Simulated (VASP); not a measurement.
```yaml
crystal:
  lattice:
    - [4.46752, 0.00000, 0.00000]
    - [0.00000, 4.46752, 0.00000]
    - [0.00000, 0.00000, 2.98408]
  atoms:
    - { symbol: Mg, position: [0.00000, 0.00000, 0.00000] }
    - { symbol: Mg, position: [0.50000, 0.50000, 0.50000] }
    - { symbol: H, position: [0.30449, 0.30449, 0.00000] }
    - { symbol: H, position: [0.80449, 0.19551, 0.50000] }
    - { symbol: H, position: [0.19551, 0.80449, 0.50000] }
    - { symbol: H, position: [0.69551, 0.69551, 0.00000] }
```

All values below come from r2SCAN+rVV10, VASP's PBE PAW potentials (set 64) (plane waves; VASP). Numerical set-up: 520 eV cut-off, 6×6×8 Γ-centred mesh, tetrahedra with Blöchl corrections, potentials Mg H.

The cores are frozen, which limits the accuracy of field gradients.

### Question
Give the principal components of the electric field gradient (V/Å²) and the asymmetry η at each nucleus.

### Answer

```json
[
 {"atom": "Mg1", "Vxx": "5.7", "Vyy": "0.3", "Vzz": "-6.0", "η": "0.89"},
 {"atom": "Mg2", "Vxx": "5.7", "Vyy": "0.3", "Vzz": "-6.0", "η": "0.89"},
 {"atom": "H3", "Vxx": "4.5", "Vyy": "1.1", "Vzz": "-5.6", "η": "0.60"},
 {"atom": "H4", "Vxx": "4.5", "Vyy": "1.1", "Vzz": "-5.6", "η": "0.60"},
 {"atom": "H5", "Vxx": "4.5", "Vyy": "1.1", "Vzz": "-5.6", "η": "0.60"},
 {"atom": "H6", "Vxx": "4.5", "Vyy": "1.1", "Vzz": "-5.6", "η": "0.60"}
]
```

The compound is MgH2 in the rutile structure. It was relaxed first.
